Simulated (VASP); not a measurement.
Runs of VASP 6.6.1 on TaAs. The cell holds a slab with vacuum, 8 atoms: a = 3.444 Å, b = 3.444 Å, c = 24.772 Å, α = 90.00°, β = 90.00°, γ = 90.00°. 

```csv
task,level,U,cell,k mesh,smearing,further INCAR settings,gap on the mesh (eV),largest force (eV/Å),work function (eV)
single point,PBE+U,Ta d U = 5 eV,as given,6 × 6 × 1,fermi-dirac 0.05 eV,ALGO = Fast; EDIFF = 1e-07; NBANDS = 42,none,1.10,-
single point,PBE+U,Ta d U = 2 eV,as given,6 × 6 × 1,fermi-dirac 0.05 eV,ALGO = Fast; EDIFF = 1e-07; NBANDS = 42,none,0.91,-
work function,PBE,-,"the (0 0 1) slab of TaAs, cut from the database cell, not relaxed",8 × 8 × 1,gaussian 0.05 eV,ALGO = Fast; EDIFF = 1e-06,none,(a),5.01
single point,PBE+U,Ta d U = 4 eV,as given,6 × 6 × 1,fermi-dirac 0.05 eV,ALGO = Fast; EDIFF = 1e-07; NBANDS = 42,none,0.97,-
work function,PW91,-,as given,6 × 6 × 1,fermi-dirac 0.05 eV,ALGO = Fast; EDIFF = 1e-06,none,0.97,(b)
```

Alike in all rows: potentials or basis VASP PAW PBE potentials, release 64 (Ta_pv, As); no spin polarisation; cutoff (eV) 520.

Fill in the values left out.

(a) 0.83; (b) 5.03.

Caveats: U without spin polarisation on a metal has little footing (some runs); the U is typed as a test and isn't derived for this compound (some runs); the PAW data sets were made with another functional, which shifts forces and pressure a little (some runs).

A k mesh can miss the band edges, and the runs leave out spin-orbit coupling on As, Ta.

A gap of «none» marks a metal or a gap under the smearing width.

Not every run made on this cell is shown here.
